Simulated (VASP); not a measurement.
Here is the system:

```xyz
65
Lattice="10.9371 0.0000 0.0000 0.0000 10.9371 0.0000 0.0000 0.0000 10.9371" Properties=species:S:1:pos:R:3 pbc="T T T"
Si     5.4685     0.0000     0.0000
Si     6.8357     1.3671     1.3671
Si     8.2028     2.7343     0.0000
Si     9.5699     4.1014     1.3671
Si     8.2028     0.0000     2.7343
Si     9.5699     1.3671     4.1014
Si     0.0000     0.0000     0.0000
Si     1.3671     1.3671     1.3671
Si     2.7343     2.7343     0.0000
Si     4.1289     4.1063     1.3327
Si     5.4685     5.4685     0.0000
Si     6.8357     6.8357     1.3671
Si     8.2028     8.2028     0.0000
Si     9.5699     9.5699     1.3671
Si     2.7343     0.0000     2.7343
Si     4.1357     1.3778     4.0969
Si     5.4889     2.7838     2.7480
Si     6.7872     4.0651     4.1160
Si     8.2028     5.4685     2.7343
Si     9.5699     6.8357     4.1014
Si     5.4685     0.0000     5.4685
Si     6.8357     1.3671     6.8357
Si     8.2028     2.7343     5.4685
Si     9.5699     4.1014     6.8357
Si     8.2028     0.0000     8.2028
Si     9.5699     1.3671     9.5699
Si     0.0000     5.4685     0.0000
Si     1.3671     6.8357     1.3671
Si     2.7343     8.2028     0.0000
Si     4.1014     9.5699     1.3671
Si     0.0000     2.7343     2.7343
Si     1.3739     4.1025     4.1021
Si     2.7302     5.4729     2.7420
Si     4.0546     6.8053     4.0775
Si     5.4685     8.2028     2.7343
Si     6.8357     9.5699     4.1014
Si     0.0000     0.0000     5.4685
Si     1.3671     1.3671     6.8357
Si     2.6862     2.6951     5.4429
Si     4.1371     4.0521     6.7979
Si     5.4475     5.4726     5.4297
Si     6.8357     6.8357     6.8357
Si     8.2028     8.2028     5.4685
Si     9.5699     9.5699     6.8357
Si     2.7343     0.0000     8.2028
Si     4.1014     1.3671     9.5699
Si     5.4685     2.7343     8.2028
Si     6.8357     4.1014     9.5699
Si     8.2028     5.4685     8.2028
Si     9.5699     6.8357     9.5699
Si     0.0000     8.2028     2.7343
Si     1.3671     9.5699     4.1014
Si     0.0000     5.4685     5.4685
Si     1.3671     6.8357     6.8357
Si     2.7343     8.2028     5.4685
Si     4.1014     9.5699     6.8357
Si     0.0000     2.7343     8.2028
Si     1.3671     4.1014     9.5699
Si     2.7343     5.4685     8.2028
Si     4.1014     6.8357     9.5699
Si     5.4685     8.2028     8.2028
Si     6.8357     9.5699     9.5699
Si     0.0000     8.2028     8.2028
Si     1.3671     9.5699     9.5699
C      4.0795     4.0832     4.1282
```

The numbers are results of PBE GGA, VASP's PBE PAW potentials (set 64) (plane waves; VASP), not measurements. Settings: PREC = Normal, LREAL = Auto, ISYM = 0, EDIFF = 1E-5, 400 eV cut-off, 1×1×1 Γ-centred mesh, Gaussian smearing of 0.050 eV, potentials Si C.

The supercell is sampled at Γ alone, which is coarse: total energies, pressure and levels can be off, energies of defects by several tenths of an eV.

Q: The ions are relaxed. Give the cell that the relaxation ends in.

A: 
```xyz
65
Lattice="10.9371 0.0000 0.0000 0.0000 10.9371 0.0000 0.0000 0.0000 10.9371" Properties=species:S:1:pos:R:3 pbc="T T T"
Si     5.4951    10.8989    10.9140
Si     6.8668     1.3305     1.3410
Si     8.2419     2.7008    10.9194
Si     9.5737     4.0986     1.3082
Si     8.2220    10.9143     2.7337
Si     9.5745     1.3722     4.0896
Si    10.9366     0.0003    10.8911
Si     1.3486     1.3485     1.3534
Si     2.7197     2.7233     0.0065
Si     4.0991     4.0999     1.3352
Si     5.4769     5.4777     0.0066
Si     6.8507     6.8503     1.3534
Si     8.1982     8.2006    10.8905
Si     9.5666     9.5690     1.3286
Si     2.7381    10.8957     2.6723
Si     4.1249     1.3126     3.9909
Si     5.4895     2.7130     2.6623
Si     6.8905     4.0780     3.9906
Si     8.2445     5.4638     2.6719
Si     9.5592     6.8319     4.0877
Si     5.4586     0.0098     5.4375
Si     6.8216     1.3788     6.8078
Si     8.1895     2.7420     5.4371
Si     9.5681     4.1007     6.7968
Si     8.2088    10.9288     8.1497
Si     9.5891     1.3624     9.5086
Si    10.9011     5.4964    10.9118
Si     1.3304     6.8680     1.3406
Si     2.7017     8.2382    10.9158
Si     4.0999     9.5657     1.3083
Si    10.8993     2.7360     2.6768
Si     1.3125     4.1272     3.9943
Si     2.7114     5.4905     2.6624
Si     4.0745     6.8888     3.9945
Si     5.4643     8.2401     2.6763
Si     6.8281     9.5607     4.0905
Si     0.0602     0.0625     5.4527
Si     1.5036     1.5037     6.7851
Si     2.8533     2.8512     5.1894
Si     4.1205     4.1111     7.4089
Si     5.3447     5.3423     5.1860
Si     6.6901     6.6893     6.7891
Si     8.1334     8.1343     5.4535
Si     9.5668     9.5655     6.7733
Si     2.7625     0.0255     8.1616
Si     4.0867     1.3122     9.6345
Si     5.5701     2.6351     8.3864
Si     6.8936     4.1089     9.6400
Si     8.1754     5.4360     8.1644
Si     9.5479     6.8387     9.5099
Si    10.9137     8.2244     2.7317
Si     1.3695     9.5784     4.0872
Si     0.0064     5.4624     5.4364
Si     1.3764     6.8244     6.8067
Si     2.7379     8.1933     5.4357
Si     4.0991     9.5684     6.7965
Si     0.0253     2.7629     8.1602
Si     1.3129     4.0905     9.6288
Si     2.6400     5.5653     8.3746
Si     4.1085     6.8910     9.6339
Si     5.4365     8.1752     8.1619
Si     6.8372     9.5498     9.5078
Si    10.9289     8.2085     8.1523
Si     1.3619     9.5894     9.5098
C      4.1202     4.0750     5.6460
```

Q: How much energy does the relaxation gain?

A: The energy (σ→0) changes by -51.3 meV/atom, in 57 ionic steps.

The cell is a supercell with a defect, built from Si (diamond): C_i. The run is not spin-polarised, so no state with unpaired spins was tried.
